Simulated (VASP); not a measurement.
Crystal: TbCu2S2.

```
CELL_PARAMETERS angstrom
3.95395 0.00000 0.00000
-1.97698 3.42422 0.00000
0.00000 0.00000 6.37189
ATOMIC_POSITIONS crystal
Tb 0.00000 0.00000 0.00000
Cu 0.33333 0.66667 0.32851
Cu 0.66667 0.33333 0.67149
S 0.33333 0.66667 0.72949
S 0.66667 0.33333 0.27051
```

The cell comes from a database or a generator and needn't be the stable form of this composition.

```yaml
Program: VASP 6.6.1
Task: single point
Functional: PBE
Potentials_or_basis: VASP PAW PBE potentials, release 64 (Tb, Cu, S)
Cutoff: 520 eV
k_mesh: 8 × 8 × 4
Occupations: fermi-dirac, width 0.05 eV
Spin: collinear spin, ferromagnetic start
Starting_moments: "[6.0, 0.6, 0.6, 0.0, 0.0] μB"
```

On this cell: pressure 1.5 GPa; largest force 0.205 eV/Å; net moment 5.49 μB per cell; site moments Tb +5.48; Cu -0.02; S -0.02 μB; band gap on the k mesh none (metal or under the smearing width).

The same run follows on a disturbed copy (atoms moved at random, drawn with an rms of 0.05 Å):

```
CELL_PARAMETERS angstrom
3.95395 0.00000 0.00000
-1.97698 3.42422 0.00000
0.00000 0.00000 6.37189
ATOMIC_POSITIONS crystal
Tb 0.99775 0.01192 0.00639
Cu 0.31456 0.63196 0.33346
Cu 0.66509 0.32941 0.67272
S 0.34022 0.66658 0.72954
S 0.67475 0.34207 0.26394
```

Problem. What does the disturbed cell give?

Solution. The energy (extrapolated to zero smearing) moves by +10.7 meV/atom; pressure 1.9 GPa; largest force 0.567 eV/Å; net moment 5.48 μB per cell; site moments Tb +5.47; Cu -0.02, -0.01; S -0.01, -0.02 μB; band gap on the k mesh none (metal or under the smearing width).

Forces in eV/Å, atoms in the order of the input:
```
Tb   0.263 -0.255 -0.411
Cu   0.107  0.457  0.319
Cu   0.068  0.049 -0.190
S   -0.200  0.098  0.127
S   -0.238 -0.349  0.154
```

Stress tensor (GPa, compression positive):
```
 2.42 -0.05  0.07
-0.05  1.26  0.55
 0.07  0.55  2.11
```

Caveats: the magnetic or orbital state may not be the lowest; spin-orbit coupling is left out, which moves the levels of the heavy elements; without U or exact exchange the open f shell lies at the Fermi level, which spoils levels, moments and volumes.
